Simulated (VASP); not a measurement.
OSZICAR of a VASP run on Ti (hcp):

File OSZICAR:
```
       N       E                     dE             d eps       ncg     rms          rms(c)
DAV:   1     0.227421734978E+03    0.22742E+03   -0.12072E+04  4800   0.160E+03
DAV:   2     0.936396323129E+01   -0.21806E+03   -0.21688E+03  5000   0.454E+02
DAV:   3    -0.166358221299E+02   -0.26000E+02   -0.25801E+02  9368   0.129E+02
DAV:   4    -0.176920921284E+02   -0.10563E+01   -0.10561E+01  4984   0.266E+01
DAV:   5    -0.177481413316E+02   -0.56049E-01   -0.56049E-01  7912   0.430E+00    0.119E+01
RMM:   6    -0.155704423962E+02    0.21777E+01   -0.63899E+00  5293   0.282E+01    0.324E+00
RMM:   7    -0.156279524981E+02   -0.57510E-01   -0.27308E+00  5674   0.111E+01    0.236E+00
RMM:   8    -0.156424561395E+02   -0.14504E-01   -0.45841E-01  5601   0.816E+00    0.119E+00
RMM:   9    -0.156506307688E+02   -0.81746E-02   -0.20117E-01  6144   0.351E+00    0.205E-01
RMM:  10    -0.156535268168E+02   -0.28960E-02   -0.41897E-02  7027   0.158E+00    0.126E-01
RMM:  11    -0.156552636866E+02   -0.17369E-02   -0.21047E-02  7107   0.738E-01    0.150E-01
RMM:  12    -0.156554508040E+02   -0.18712E-03   -0.59127E-03  6189   0.636E-01    0.131E-02
RMM:  13    -0.156559382616E+02   -0.48746E-03   -0.53121E-03  6605   0.322E-01    0.165E-02
RMM:  14    -0.156561676831E+02   -0.22942E-03   -0.25627E-03  5808   0.227E-01    0.148E-02
RMM:  15    -0.156562907599E+02   -0.12308E-03   -0.14585E-03  5655   0.196E-01    0.203E-02
RMM:  16    -0.156563936177E+02   -0.10286E-03   -0.12510E-03  5555   0.176E-01    0.416E-03
RMM:  17    -0.156564571972E+02   -0.63580E-04   -0.74468E-04  5459   0.126E-01    0.491E-03
RMM:  18    -0.156565098919E+02   -0.52695E-04   -0.59998E-04  4937   0.102E-01    0.496E-03
RMM:  19    -0.156565492611E+02   -0.39369E-04   -0.44539E-04  4457   0.859E-02    0.839E-03
RMM:  20    -0.156565717137E+02   -0.22453E-04   -0.27791E-04  4300   0.754E-02    0.102E-02
RMM:  21    -0.156565960068E+02   -0.24293E-04   -0.27629E-04  4025   0.655E-02    0.131E-02
RMM:  22    -0.156566083332E+02   -0.12326E-04   -0.15480E-04  3707   0.592E-02    0.146E-02
RMM:  23    -0.156566223710E+02   -0.14038E-04   -0.16485E-04  3597   0.533E-02    0.170E-02
RMM:  24    -0.156566307564E+02   -0.83854E-05   -0.10383E-04  3573   0.481E-02    0.181E-02
RMM:  25    -0.156566378168E+02   -0.70604E-05   -0.89593E-05  3386   0.441E-02
   1 F= -.15656638E+02 E0= -.15656987E+02  d E =-.156566E+02
```

Task: Which electronic solver shows in the log?

Result: It is blocked Davidson (ALGO = Normal, or the opening steps of other solvers) and then RMM-DIIS (ALGO = Fast or VeryFast). The INCAR had ALGO = Fast.

Task: Can the final energy be trusted as converged?

Result: The run converged. It stopped with EDIFF = 1E-5, NELM = 100, NSW = 20 and EDIFFG = -0.03 after 1 ionic step (PBE GGA, plane waves, VASP's PBE PAW potentials (set 64)).

The compound is Ti in the hcp structure. It was relaxed first.
